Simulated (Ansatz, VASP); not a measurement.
# Cross-check of SnSe2 between VASP and Ansatz

Aim: how closely do two programs agree when they are given the same cell, functional and k mesh? The cell is taken from a series of runs on this material, whose earlier steps may have relaxed, scaled, displaced or heated it; both programs get it as it stands.

Calculated with Ansatz 0.2.0; plane waves, with VASP 6.6.1 beside it; single point at PBE.

## Step 1: Starting point

The cell holds 3 atoms: 1 Sn and 2 Se. Cell: a = 3.794 Å, b = 3.794 Å, c = 30.460 Å, α = 90.0°, β = 90.0°, γ = 120.0°. It derives from SnSe2. Vacuum lies along c.

## Step 2: Ansatz: single point, PBE, pair 1

Ansatz runs on its PAW soft_1 files.

A single point gives forces, pressure and levels at one fixed geometry, so differences don't come from the geometry; what else differs is listed under the comparison.

input.yaml

```yaml
crystal:
  lattice:
    - [3.7941949, 0.0, 0.0]
    - [-1.89709745, 3.2858691703, 0.0]
    - [0.0, 0.0, 30.46]
  atoms:
    - { symbol: Sn, position: [0.3333333333, 0.6666666667, 0.3282994091] }
    - { symbol: Se, position: [0.7001433495, 0.400286699, 0.384945277] }
    - { symbol: Se, position: [0.6331899838, 0.2663799677, 0.2716535412] }
  periodic: [true, true, false]
kpoints:
  mp_grid: { grid: [12, 12, 1] }
hamiltonian:
  xc: pbe
  pseudopotentials: { kind: paw, azcp: { folder: soft_1 } }
scf:
  occupations: { method: gaussian, width: 0.1 }
output:
  forces: true
  stress: true
  eigenvalues: true
```

Launch:

```
> ansatz run input.yaml --threads 4 --pin off --max-ram 16384MiB --backend cpu --events-out ev --progress --plain --runs-dir out
```

Numbers of over 12 decimals in the logs are rounded to 6 here.

Output:

```text
Engine: ansatz 0.2.0, aarch64-unknown-linux-gnu
Pseudopotentials: kind: paw
Pseudopotential: Sn, paw, valence charge 14, recommended cutoff 420 eV (normal), soft_1/Sn.paw.azcp
Pseudopotential: Se, paw, valence charge 16, recommended cutoff 420 eV (normal), soft_1/Se.paw.azcp
Functional definition: PBE
  parameter kappa = 0.804
  parameter beta = 0.066725
  exchange = pbe_x(kappa = kappa, mu = beta*pi^2/3)
  correlation = pbe_c(beta = beta)
Crystal: 3 atoms, lattice volume = 379.752 Å³
Basis set: ecut = 420 eV, 7445 PW (Γ), exchange–correlation on 54×54×432 points (8 copies of the dense FFT grid, shifted against one another)
Bands: 28, of which v1, the nominal top of the filled ones, is band 23 counted from 1 (22 counted from 0)
Symmetry: 2 space group operations
Space group: Cm (ITA 8), of the structure as read, at distance tolerance 7.2e-5 Å
k-points: 43 of 144 (time reversal used)
Non-local potential: Sn, projectors of the file, l = 0: 2, l = 1: 2, l = 2: 2, l = 3: 1
Non-local potential: Se, projectors of the file, l = 0: 2, l = 1: 2, l = 2: 3, l = 3: 1
PAW form: soft (Blöchl's): semilocal exchange-correlation on the pseudo side does not see the compensation charge
PAW one-centre angular grid: Sn, 590 points (default); XC on 64 Gauss nodes
PAW one-centre angular grid: Se, 590 points (default); XC on 64 Gauss nodes
Initial density: superposition of atomic densities (neutral atoms: chi_scale 0, normalization atom)
Initial wavefunctions: pseudopotential atomic-orbital guess
Functional: x = pbe(κ = 0.804, μ = 0.219515), c = pbe(β = 0.066725)
iter 1 solved again at ethr=2.93e-3 eV; its pass at ethr=3.10e-3 eV (dr2=1.35e0 eV) is discarded
SCF iter   1: F=—  HF=-16963.148520 eV  |F-HF|=—  |Δ(HF+E_count)|=         —  Δρ=1.42e-2  dr2=1.36e0  ethr=2.93e-3  ⟨swp⟩=1.0  Hψ=9509  notcnv=0
preconditioner: auto → Resta (q_TF=auto, 1.919 Å⁻¹)  ε∞=1.6  [insulator: Δε(μ)=0.593 eV  Ē_g=9.593 eV  σ=0.100 eV  W_gap=1.00  n_scr=24 (ndim 8)  ℏωp=7.6 eV  f_vac=0.762  D(μ)=0.00/eV (n_scr^D=0)  ε∞_Penn≈1.6  vacuum switching on, ρ_ref=6.7e-3 e/Å³]
SCF iter   2: F=—  HF=-16962.810507 eV  |F-HF|=—  |Δ(HF+E_count)|=   3.38e-1  Δρ=6.14e-3  dr2=2.22e-1  ethr=2.93e-3  ⟨swp⟩=4.4  Hψ=2366  notcnv=0  defer=2
SCF iter   3: F=—  HF=-16962.776651 eV  |F-HF|=—  |Δ(HF+E_count)|=   3.39e-2  Δρ=3.39e-3  dr2=7.36e-2  ethr=4.84e-4  ⟨swp⟩=3.2  Hψ=2306  notcnv=0  defer=34
SCF iter   4: F=—  HF=-16962.791183 eV  |F-HF|=—  |Δ(HF+E_count)|=   1.45e-2  Δρ=2.47e-3  dr2=2.75e-1  ethr=1.60e-4  ⟨swp⟩=3.1  Hψ=1986  notcnv=0  defer=36  recentre
SCF iter   5: F=—  HF=-16962.769732 eV  |F-HF|=—  |Δ(HF+E_count)|=   2.15e-2  Δρ=1.00e-3  dr2=7.99e-3  ethr=1.60e-4  ⟨swp⟩=2.9  Hψ=1758  notcnv=0  defer=36
SCF iter   6: F=—  HF=-16962.769247 eV  |F-HF|=—  |Δ(HF+E_count)|=   4.85e-4  Δρ=1.81e-4  dr2=9.07e-5  ethr=1.74e-5  ⟨swp⟩=2.4  Hψ=1735  notcnv=0  defer=36
SCF iter   7: F=—  HF=-16962.769307 eV  |F-HF|=—  |Δ(HF+E_count)|=   6.05e-5  Δρ=6.18e-5  dr2=1.12e-5  ethr=1.97e-7  ⟨swp⟩=3.8  Hψ=3010  notcnv=0  defer=36
SCF iter   8: F=—  HF=-16962.769312 eV  |F-HF|=—  |Δ(HF+E_count)|=   4.66e-6  Δρ=1.26e-5  dr2=6.58e-7  ethr=2.44e-8  ⟨swp⟩=3.2  Hψ=1961  notcnv=0  defer=36
SCF iter   9: F=-16962.769312 eV  HF=-16962.769312 eV  |F-HF|=2.07e-8  |Δ(HF+E_count)|=   4.23e-7  Δρ=2.75e-6  dr2=5.79e-8  ethr=2.17e-10  ⟨swp⟩=17.6  Hψ=7349  notcnv=0
SCF 1 converged in 9 iterations: F = -16962.769312 eV  dr2 = 5.79e-8
  greatest PAW one-centre occupation: 1.000 electrons in one spin orbital (limit 2), on the Se atom at site 2 (counted from 0), in its partial waves of l = 2
SCF converged after 9 iterations
Free energy (F): -16962.769312 eV
Harris-Foulkes:  -16962.769312 eV  (|F-HF|=2.07e-8)
Internal energy: -16962.768951 eV  (E = F + TS)
E sigma→0 (E₀):  -16962.769132 eV
Entropy (-TS):   -0.000361 eV (-0.120 meV/atom)
Fermi energy:    -5.462153 eV
--- Per-component energies (eV) ---
  E_band       = -1501.086462
  E_kinetic    = 388.012773
  E_local      = -96612.338675  (includes V_loc(G=0)·N_el)
  E_nonlocal   = -563.544406
  E_hartree    = 48124.224583
  E_xc         = -294.414852
  E_vxc        = -258.857666  (∫ρ·V_xc dr)
  E_paw        = -8631.458548  (= ΣΔE_a)
  E_vpaw       = -702.810605  (= ΣTr[D̂ρ^β])
  E_aug_tail   = -0.000452  (compensation charges beyond the density's cutoff)
  E_ewald      = 40626.750626
  E_smearing   = -0.000361  (= −TS)
  E_closure    = -0.000000  (closes the sum)
  Σ components = -16962.769312   (vs F -16962.769312, Δ=0.00e0)
--- Forces (eV/Å), atoms counted from 1 ---
  atom   1  Sn     0.00000000    -0.24472997     0.04247330
  atom   2  Se     0.00000000     0.34153918    -0.10630581
  atom   3  Se     0.00000000    -0.09682876     0.06384338
  max |Σ_I F_I| component: 1.95e-5 eV/Å
--- 2D stress c σ (N/m, compression-positive) ---
        0.119772       0.000000       0.000000
        0.000000       0.952890       0.000000
        0.000000       0.000000       0.000000
  P = ½ c Tr σ = 0.5363 N/m
--- Band table (eV; the first three rows and the last of 43) ---
  k-point 0: bands = [... 19 lower, -6.4595, -6.2736, -5.6463, -5.5745, -4.9234, -2.2353, -1.3957 (-1.3957°), -1.2529, ... 1 higher]
  k-point 1: bands = [... 19 lower, -6.8583, -6.5877, -5.9725, -5.6307, -4.5442, -1.9779, -1.4260 (-1.4260°), -1.2561, ... 1 higher]
  k-point 2: bands = [... 19 lower, -7.4075, -6.9009, -6.5795, -5.7760, -4.2442, -2.2067, -0.9889 (-0.9889°), -0.9634, ... 1 higher]
  k-point 42: bands = [... 19 lower, -9.1840, -8.9439, -7.2976, -6.1188, -4.6039, -2.7048, -0.8408, 0.1108, ... 1 higher]
  ° read free of the cell's end (the report's vacuum.weakly_bound_levels)
```

In the SCF lines HF is the Harris–Foulkes energy and dr2 the Hartree energy of the density residual, in eV; the loop may stop once dr2 is under the threshold and the program's other checks hold. Hψ counts applications of the Hamiltonian.

## Step 3: VASP: single point, PBE, pair 1

The same cell, functional, mesh and smearing now go to VASP, with its own data sets.

Lines of VASP's logs that name or quote its potential files are left out, and so is its time.

INCAR

```
SYSTEM = SnSe2
PREC = Accurate
ENCUT = 400
EDIFF = 1E-06
NELM = 120
ISMEAR = 0
SIGMA = 0.1
LREAL = .FALSE.
ALGO = Normal
GGA = PE
NBANDS = 19
LORBIT = 11
LWAVE = .FALSE.
LCHARG = .FALSE.
ISIF = 2
LDIPOL = .TRUE.
IDIPOL = 3
DIPOL = 0.5 0.5 0.328
LVHAR = .TRUE.
LASPH = .TRUE.
GGA_COMPAT = .FALSE.
EFERMI = MIDGAP
NELMDL = -8
KPAR = 2
```

POSCAR

```
SnSe2
1.0
    3.7941949000      0.0000000000      0.0000000000
   -1.8970974500      3.2858691703      0.0000000000
    0.0000000000      0.0000000000     30.4600000000
Sn Se
1 2
Direct
    0.3333333333      0.6666666667      0.3282994091
    0.7001433495      0.4002866990      0.3849452770
    0.6331899838      0.2663799677      0.2716535412
```

KPOINTS

```
Automatic mesh
0
Gamma
12 12 1
0 0 0
```

PAW data sets: Sn_d and Se (PBE family, release 64).

Launch:

```
> mpirun -np 2 vasp_std
```

Output:

```text
[banner, memory and clock lines left out]
running    2 mpi-ranks, on    1 nodes
 distrk:  each k-point on    1 cores,    2 groups
 distr:  one band on    1 cores,    1 groups

 POSCAR found type information on POSCAR SnSe
 POSCAR found :  2 types and       3 ions
 LDA part: xc-table for (Slater+PW92), standard interpolation
 POSCAR, INCAR and KPOINTS ok, starting setup
 FFT: planning ... GRIDC
 FFT: planning ... GRID_SOFT
 FFT: planning ... GRID
 WAVECAR not read
 entering main loop
       N       E                     dE             d eps       ncg     rms          rms(c)
DAV:   1     0.163807133819E+03    0.16381E+03   -0.94478E+03  1978   0.842E+02
DAV:   2     0.768650675254E+01   -0.15612E+03   -0.15267E+03  2162   0.208E+02
DAV:   3    -0.110658961624E+02   -0.18752E+02   -0.18655E+02  2128   0.825E+01
DAV:   4    -0.115116068469E+02   -0.44571E+00   -0.44521E+00  2194   0.160E+01
DAV:   5    -0.115217335067E+02   -0.10127E-01   -0.10126E-01  2341   0.238E+00
DAV:   6    -0.115218710222E+02   -0.13752E-03   -0.13752E-03  2154   0.227E-01
DAV:   7    -0.115218769928E+02   -0.59707E-05   -0.59705E-05  2442   0.396E-02
DAV:   8    -0.115218770497E+02   -0.56836E-07   -0.56797E-07  1792   0.424E-03    0.469E+00
DAV:   9    -0.111795762101E+02    0.34230E+00   -0.85100E-01  2293   0.841E+00    0.302E+00
DAV:  10    -0.111530322508E+02    0.26544E-01   -0.25643E-01  1890   0.310E+00    0.589E-01
DAV:  11    -0.111504551753E+02    0.25771E-02   -0.25584E-02  2003   0.142E+00    0.303E-01
DAV:  12    -0.111507510981E+02   -0.29592E-03   -0.25460E-03  1805   0.338E-01    0.763E-02
DAV:  13    -0.111507762939E+02   -0.25196E-04   -0.18215E-04  2276   0.115E-01    0.382E-02
DAV:  14    -0.111508147288E+02   -0.38435E-04   -0.87051E-05  1821   0.498E-02    0.103E-02
DAV:  15    -0.111508272526E+02   -0.12524E-04   -0.85083E-06  2026   0.173E-02    0.958E-03
DAV:  16    -0.111508556294E+02   -0.28377E-04   -0.50317E-06  1439   0.936E-03    0.464E-03
DAV:  17    -0.111508944882E+02   -0.38859E-04   -0.38132E-06  1462   0.721E-03    0.321E-03
DAV:  18    -0.111509393098E+02   -0.44822E-04   -0.34305E-06  1412   0.561E-03    0.200E-03
DAV:  19    -0.111509551756E+02   -0.15866E-04   -0.10140E-06  1751   0.304E-03    0.127E-03
DAV:  20    -0.111509628979E+02   -0.77223E-05   -0.16806E-07  1692   0.202E-03    0.409E-04
DAV:  21    -0.111509664187E+02   -0.35208E-05   -0.52537E-08  1572   0.978E-04    0.485E-04
DAV:  22    -0.111509688026E+02   -0.23839E-05   -0.33208E-08  1565   0.822E-04    0.228E-04
DAV:  23    -0.111509700763E+02   -0.12737E-05   -0.37550E-08  1602   0.586E-04    0.207E-04
DAV:  24    -0.111509706107E+02   -0.53443E-06   -0.40001E-09  1392   0.363E-04
   1 F= -.11150971E+02 E0= -.11150790E+02  d E =-.361396E-03
```

From OUTCAR (step 3):

```text
ion  position               nearest neighbor table
   1  0.333  0.667  0.328-   3 2.62   2 2.71   2 2.71   3 2.88   3 2.88   2 2.96
   2  0.700  0.400  0.385-   1 2.71   1 2.71   1 2.96
   3  0.633  0.266  0.272-   1 2.62   1 2.88   1 2.88

  LATTYP: Found a hexagonal cell.
 ALAT       =     3.7941949000
 C/A-ratio  =     8.0280535931

 Subroutine GETGRP returns: Found  2 space group operations
 (whereof  2 operations were pure point group operations)

The static configuration has the point symmetry C_1h.

 Found     43 irreducible k-points:

   k-points           NKPTS =     43   k-points in BZ     NKDIM =     43   number of bands    NBANDS=     19

   dimension x,y,z NGX =    28 NGY =   28 NGZ =  200
   dimension x,y,z NGXF=    56 NGYF=   56 NGZF=  400

   ENCUT  =  400.0 eV  29.40 Ry    5.42 a.u.   6.19  6.19 49.67*2*pi/ulx,y,z

   NELECT =      26.0000    total number of electrons

 k-points in reciprocal lattice and weights: Automatic mesh
   0.00000000  0.00000000  0.00000000       0.007
   0.08333333 -0.00000000  0.00000000       0.028
   0.00000000  0.08333333  0.00000000       0.014
   0.16666667  0.00000000  0.00000000       0.028
   0.00000000  0.16666667  0.00000000       0.014
   0.25000000  0.00000000  0.00000000       0.028
   0.00000000  0.25000000  0.00000000       0.014
   0.33333333  0.00000000  0.00000000       0.028
   0.00000000  0.33333333  0.00000000       0.014
[...]
0.41666667  0.33333333  0.00000000       0.028
   0.33333333  0.33333333  0.00000000       0.014

 dipolmoment           0.000000      0.000000     -0.001102 electrons x Angstroem

 average (electrostatic) potential at core
       1-110.8612       2 -61.3812       3 -61.3552

 E-fermi :  -3.3942

 k-point     1 :       0.0000    0.0000    0.0000
  band No.  band energies     occupation
    ...
      9      -5.4192      2.00000
     10      -4.3922      2.00000
     11      -4.2060      2.00000
     12      -3.5796      1.99127
     13      -3.5063      1.88739
     14      -2.8586      0.00000
     15      -0.1702      0.00000
     16       0.6676      0.00000
     17       0.8108      0.00000
     18       1.5728      0.00000
    ...

 k-point     2 :       0.0833   -0.0000    0.0000
  band No.  band energies     occupation
    ...
      9      -5.4293      2.00000
     10      -4.9688      2.00000
     11      -4.3970      2.00000
     12      -3.8566      2.00000
     13      -3.6266      1.99899
     14      -2.4287      0.00000
     15       0.1247      0.00000
     16       0.4175      0.00000
     17       0.9613      0.00000
     18       1.6882      0.00000
    ...

 k-point     3 :       0.0000    0.0833    0.0000
  band No.  band energies     occupation
    ...
      9      -5.4733      2.00000
     10      -4.7918      2.00000
     11      -4.5206      2.00000
     12      -3.9052      2.00000
     13      -3.5625      1.98272
     14      -2.4787      0.00000
     15       0.0865      0.00000
     16       0.6397      0.00000
     17       0.8074      0.00000
     18       1.6840      0.00000
    ...

  Total        0.0960135      0.7454487     -0.2742793      0.0000000      0.7608032      0.0000000
  in kB        0.4050822      3.1450572     -1.1571875      0.0000000      3.2098379      0.0000000
  external PRESSURE =       0.7976506 kB  Pullay stress =       0.0000000 kB

  energy-cutoff  :      400.00
  volume of cell :      379.75
      direct lattice vectors                 reciprocal lattice vectors
     3.794194900  0.000000000  0.000000000     0.263560525  0.152166740  0.000000000
    -1.897097450  3.285869170  0.000000000     0.000000000  0.304333480  0.000000000
     0.000000000  0.000000000 30.460000000     0.000000000  0.000000000  0.032829941

 POSITION                                       TOTAL-FORCE (eV/Angst)
 -----------------------------------------------------------------------------------
     -0.00000      2.19058     10.00000         0.000000     -0.244857      0.041077
      1.89710      1.31529     11.72543         0.000000      0.343122     -0.091629
      1.89710      0.87529      8.27457         0.000000     -0.098265      0.050553
 -----------------------------------------------------------------------------------
    total drift:                                0.000000      0.000142     -0.001688

  FREE ENERGIE OF THE ION-ELECTRON SYSTEM (eV)
  ---------------------------------------------------
  free  energy   TOTEN  =       -11.1509706107 eV

  energy  without entropy=      -11.1506092150  energy(sigma->0) =      -11.15078991

 vacuum level on the upper side and lower side of the slab         2.060         2.076

 total charge
# of ion       s       p       d       tot
------------------------------------------
    1        1.090   0.959  10.063  12.111
    2        1.489   2.274   0.024   3.787
    3        1.489   2.277   0.024   3.789
--------------------------------------------------
tot          4.068   5.510  10.111  19.688

[... 3 further parts left out ...]
```

The run ends at a pressure of 0.08 GPa, with forces up to 0.36 eV/Å.

## Step 4: Differences

Known differences besides the potentials themselves: Ansatz cuts the interaction across the vacuum, VASP repeats the sheet with a dipole correction; the data sets hold 46 valence electrons in Ansatz (on its PAW soft_1 files) and 26 in VASP; the cutoff is 420 eV in Ansatz and 400 eV in VASP. Total energies have different zeros and are not compared.

Both answers:

```tsv
quantity	Ansatz	VASP	difference
gap on the k mesh (eV)	0.249	0.249	0.000
```

Forces (eV/Å; atoms numbered as in POSCAR):

```tsv
atom	Ansatz x, y, z	VASP x, y, z
Sn1	0.000, -0.245, 0.042	0.000, -0.245, 0.041
Se2	0.000, 0.342, -0.106	0.000, 0.343, -0.092
Se3	0.000, -0.097, 0.064	0.000, -0.098, 0.051
```

The forces differ by 6.6 meV/Å r.m.s., which is 4.5 % of the r.m.s. force of 0.149 eV/Å (both taken over all components). A gap on the mesh is an upper bound, since the band edges may lie between its points. With vacuum in the cell, a pressure given here is an average over mostly empty space and none of the material.

## Step 5: Ansatz: single point, PBE, pair 2

With cell and atoms fixed, the geometry can't cause a difference; cores, projectors, grids and the points listed under the comparison can.

The cell is taken from a series of runs on this material, whose earlier steps may have relaxed, scaled, displaced or heated it; both programs get it as it stands.

input.yaml, the sections that differ from step 2:

```yaml
crystal:
  lattice:
    - [3.7941949, 0.0, 0.0]
    - [-1.89709745, 3.2858691703, 0.0]
    - [0.0, 0.0, 30.46]
  atoms:
    - { symbol: Sn, position: [0.3333333333, 0.6666666667, 0.3282994091] }
    - { symbol: Se, position: [0.7153600235, 0.430720047, 0.384945277] }
    - { symbol: Se, position: [0.6179733098, 0.2359466197, 0.2716535412] }
  periodic: [true, true, false]
# kpoints, hamiltonian, scf, output: as in step 2
```

Launch:

```
> ansatz run input.yaml --threads 4 --pin off --max-ram 16384MiB --backend cpu --events-out ev --progress --plain --runs-dir out
```

Output:

```text
[...]
Crystal: 3 atoms, lattice volume = 379.752 Å³
Basis set: ecut = 420 eV, 7445 PW (Γ), exchange–correlation on 54×54×432 points (8 copies of the dense FFT grid, shifted against one another)
Bands: 28, of which v1, the nominal top of the filled ones, is band 23 counted from 1 (22 counted from 0)
Symmetry: 2 space group operations
[...]
k-points: 43 of 144 (time reversal used)
[...]
k-point 1: bands = [... 19 lower, -6.7294, -6.6086, -5.9038, -5.5704, -4.4335, -2.0532, -1.2215 (-1.2215°), -1.1244, ... 1 higher]
  k-point 2: bands = [... 19 lower, -7.3524, -6.9087, -6.5026, -5.7186, -4.1731, -2.1166, -0.9371 (-0.9371°), -0.8533, ... 1 higher]
  k-point 42: bands = [... 19 lower, -9.1652, -8.8535, -7.2413, -6.1142, -4.5038, -2.6300, -0.8970, 0.3142, ... 1 higher]
  ° read free of the cell's end (the report's vacuum.weakly_bound_levels)
[key lines of the parts left out:]
SCF converged after 10 iterations
Free energy (F): -16962.800197 eV
Fermi energy:    -5.324955 eV
P = ½ c Tr σ = 1.0171 N/m
```

## Step 6: VASP: single point, PBE, pair 2

The same cell, functional, mesh and smearing now go to VASP, with its own data sets.

INCAR is that of step 3.

POSCAR

```
SnSe2
1.0
    3.7941949000      0.0000000000      0.0000000000
   -1.8970974500      3.2858691703      0.0000000000
    0.0000000000      0.0000000000     30.4600000000
Sn Se
1 2
Direct
    0.3333333333      0.6666666667      0.3282994091
    0.7153600235      0.4307200470      0.3849452770
    0.6179733098      0.2359466197      0.2716535412
```

KPOINTS is that of step 3.

Launch:

```
> mpirun -np 2 vasp_std
```

Output:

```text
[... set-up lines as in an earlier step ...]
 entering main loop
       N       E                     dE             d eps       ncg     rms          rms(c)
DAV:   1     0.164171382507E+03    0.16417E+03   -0.94515E+03  1978   0.842E+02
DAV:   2     0.753984673482E+01   -0.15663E+03   -0.15292E+03  2172   0.208E+02
DAV:   3    -0.110986258152E+02   -0.18638E+02   -0.18541E+02  2097   0.825E+01
DAV:   4    -0.115484297342E+02   -0.44980E+00   -0.44930E+00  2165   0.161E+01
[...]
DAV:  23    -0.111820940716E+02   -0.13712E-05   -0.51458E-08  1671   0.777E-04    0.191E-04
DAV:  24    -0.111820951332E+02   -0.10616E-05   -0.11469E-08  1413   0.395E-04    0.130E-04
DAV:  25    -0.111820956497E+02   -0.51650E-06   -0.52444E-09  1297   0.284E-04
   1 F= -.11182096E+02 E0= -.11182082E+02  d E =-.280622E-04
```

From OUTCAR (step 6):

```text
  Total        0.1703546      1.4175391     -0.1959026      0.0000000      0.2291752      0.0000000
  in kB        0.7187280      5.9806149     -0.8265154      0.0000000      0.9668930      0.0000000
  external PRESSURE =       1.9576092 kB  Pullay stress =       0.0000000 kB

 POSITION                                       TOTAL-FORCE (eV/Angst)
 -----------------------------------------------------------------------------------
     -0.00000      2.19058     10.00000        -0.000000     -0.524564      0.146832
      1.89710      1.41529     11.72543        -0.000000      0.328899     -0.121870
      1.89710      0.77529      8.27457         0.000000      0.195665     -0.024962
 -----------------------------------------------------------------------------------
    total drift:                                0.000001      0.000036     -0.001681

  FREE ENERGIE OF THE ION-ELECTRON SYSTEM (eV)
  ---------------------------------------------------
  free  energy   TOTEN  =       -11.1820956497 eV

  energy  without entropy=      -11.1820675876  energy(sigma->0) =      -11.18208162

[... 2 parts as in an earlier step ...]

[... 1 further part left out ...]
[key lines of the parts left out:]
E-fermi :  -3.2696
```

The run ends at a pressure of 0.20 GPa, with forces up to 0.54 eV/Å.

(Part 1 of 2 ends here.)

[Lines on the potential files, build, host, timing and source positions are cut from VASP's logs without a mark.]

[Logs are printed without paths, hosts, clocks, repeated set-up lines and the standing remarks that a program may print on its own settings, such as how far it seeks lower states.]

[Hosts, paths, dates, database ids (printed as entryN), source tags and the programs' standing remarks are cut or masked in the printed files.]
